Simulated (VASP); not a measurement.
Calculation: r2SCAN meta-GGA with spin-orbit coupling, VASP's PBE PAW potentials (set 64) (plane waves; VASP).

VASP input:

### POSCAR
```
HfGe
1
    3.3212335285     0.0000000000    -0.0000000000
   -0.0000000000     3.3212335285     0.0000000000
   -0.0000000000     0.0000000000     3.3212335285
Hf Ge
1 1
Direct
  0.0000000000   0.0000000000   0.0000000000
  0.5000000000   0.5000000000   0.5000000000
```

**INCAR**
```
! general
SYSTEM     = HfGe
PREC       = Accurate
ENCUT      = 400
LREAL      = .FALSE.
LASPH      = .TRUE.

! electronic loop
EDIFF      = 1E-6
NELM       = 100
ALGO       = Normal
LMAXMIX    = 6
LMIXTAU    = .TRUE.

! smearing
ISMEAR     = 0
SIGMA      = 0.05

! functional
METAGGA    = R2SCAN
GGA_COMPAT = .FALSE.

! spin
MAGMOM     = 0 0 0 0 0 0
LSORBIT    = .TRUE.

! output
LWAVE      = .FALSE.
LCHARG     = .FALSE.
```

**KPOINTS_OPT**
```
k-points along high-symmetry lines
8
Line-mode
Reciprocal
  0.000000   0.000000   0.000000 ! GAMMA
  0.000000   0.500000   0.000000 ! X

  0.000000   0.500000   0.000000 ! X
  0.500000   0.500000   0.000000 ! M

  0.500000   0.500000   0.000000 ! M
  0.000000   0.000000   0.000000 ! GAMMA

  0.000000   0.000000   0.000000 ! GAMMA
  0.500000   0.500000   0.500000 ! R

  0.500000   0.500000   0.500000 ! R
  0.000000   0.500000   0.000000 ! X

  0.500000   0.500000   0.500000 ! R
  0.500000   0.500000   0.000000 ! M
```

**KPOINTS**
```
Automatic mesh
0
Gamma
10 10 10
0 0 0
```

POTCAR, in this order: Hf_pv Ge_d (PBE.64 set). Program: vasp_ncl.

What VASP printed:

File OSZICAR:
```
       N       E                     dE             d eps       ncg     rms          rms(c)
DAV:   1     0.127664847943E+03    0.12766E+03   -0.10524E+04  4472   0.302E+03
DAV:   2    -0.377197465688E+02   -0.16538E+03   -0.15813E+03  3632   0.668E+02
DAV:   3    -0.635014100866E+02   -0.25782E+02   -0.24997E+02  4288   0.157E+02
DAV:   4    -0.645831248191E+02   -0.10817E+01   -0.10699E+01  4400   0.347E+01
DAV:   5    -0.646115889439E+02   -0.28464E-01   -0.28454E-01  4544   0.604E+00    0.502E+01
DAV:   6    -0.601379520947E+02    0.44736E+01   -0.16657E+00  4568   0.131E+01    0.283E+01
DAV:   7    -0.601159039042E+02    0.22048E-01   -0.31027E-01  4240   0.496E+00    0.144E+01
DAV:   8    -0.601847977224E+02   -0.68894E-01   -0.22497E-01  3896   0.397E+00    0.420E+00
DAV:   9    -0.601641369735E+02    0.20661E-01   -0.87797E-02  4856   0.310E+00    0.370E+00
DAV:  10    -0.601892054728E+02   -0.25068E-01   -0.15687E-02  4608   0.179E+00    0.758E-01
DAV:  11    -0.601883202463E+02    0.88523E-03   -0.48610E-03  4848   0.735E-01    0.283E-01
DAV:  12    -0.601898199525E+02   -0.14997E-02   -0.17905E-03  3832   0.373E-01    0.624E-02
DAV:  13    -0.601898225762E+02   -0.26238E-05   -0.19027E-04  4776   0.191E-01    0.128E-01
DAV:  14    -0.601898232487E+02   -0.67245E-06   -0.52088E-05  4800   0.724E-02    0.723E-03
DAV:  15    -0.601898269944E+02   -0.37457E-05   -0.23386E-06  3240   0.135E-02    0.562E-03
DAV:  16    -0.601898287108E+02   -0.17163E-05   -0.13858E-06  3024   0.115E-02    0.160E-02
DAV:  17    -0.601898284204E+02    0.29035E-06   -0.37257E-07  2144   0.682E-03
   1 F= -.60189828E+02 E0= -.60188944E+02  d E =-.176897E-02  mag=    -0.0000     0.0000    -0.0000
       N       E                     dE             ncg
```

OUTCAR:
```
------------------------ aborting loop because EDIFF is reached ----------------------------------------
  FORCE on cell =-STRESS in cart. coord.  units (eV):
  Direction    XX          YY          ZZ          XY          YZ          ZX
  --------------------------------------------------------------------------------------
  Total       -0.0238785     -0.0238785     -0.0238785      0.0000000      0.0000000      0.0000000
  in kB       -1.0442867     -1.0442867     -1.0442867      0.0000000      0.0000000      0.0000000
  external PRESSURE =      -1.0442867 kB  Pullay stress =       0.0000000 kB
  volume of cell :       36.64
      direct lattice vectors                 reciprocal lattice vectors
     3.321233529  0.000000000  0.000000000     0.301092950  0.000000000  0.000000000
     0.000000000  3.321233529  0.000000000     0.000000000  0.301092950  0.000000000
     0.000000000  0.000000000  3.321233529     0.000000000  0.000000000  0.301092950
 POSITION                                       TOTAL-FORCE (eV/Angst)
 -----------------------------------------------------------------------------------
      0.00000      0.00000      0.00000         0.000000      0.000000      0.000000
      1.66062      1.66062      1.66062         0.000000      0.000000      0.000000
 -----------------------------------------------------------------------------------
    total drift:                                0.000000     -0.000000     -0.000000
  FREE ENERGIE OF THE ION-ELECTRON SYSTEM (eV)
  ---------------------------------------------------
  free  energy   TOTEN  =       -60.1898284204 eV

  energy  without entropy=      -60.1880594462  energy(sigma->0) =      -60.18894393

 Ion:    1  E_soc:     -1.3403660

 Ion:    2  E_soc:     -0.0261084
```
(Selected blocks of OUTCAR.)

The structure was generated: HfGe was put into the CsCl type (Pm-3m), which need not be its known phase. It was relaxed first.
